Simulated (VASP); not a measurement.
Input:

```
CELL_PARAMETERS angstrom
      0.00000     2.08080     2.08080
      2.08080     0.00000     2.08080
      2.08080     2.08080     0.00000
ATOMIC_POSITIONS crystal
  Au 0.00000 0.00000 0.00000
```

These are PBE GGA, VASP's PBE PAW potentials (set 64) (plane waves; VASP) values and carry that method's errors. Numerical set-up: 400 eV cut-off, 11×11×11 Γ-centred mesh, first-order Methfessel-Paxton smearing of 0.10 eV, potentials Au.

Unless said otherwise, spin-orbit coupling is left out, though it shifts the bands of the heavy elements here.

Predict the energy per atom (σ→0), band gap (on the k-mesh) with the smallest direct gap where there is one.

```json
{
 "band gap (on the k-mesh)": "none (metal, semimetal or under 0.01 eV)",
 "energy per atom (σ→0)": "-3.229 eV/atom"
}
```

Only differences to runs with the same potentials and settings are physical.

The compound is Au in the fcc structure. The cell was not relaxed at this level.
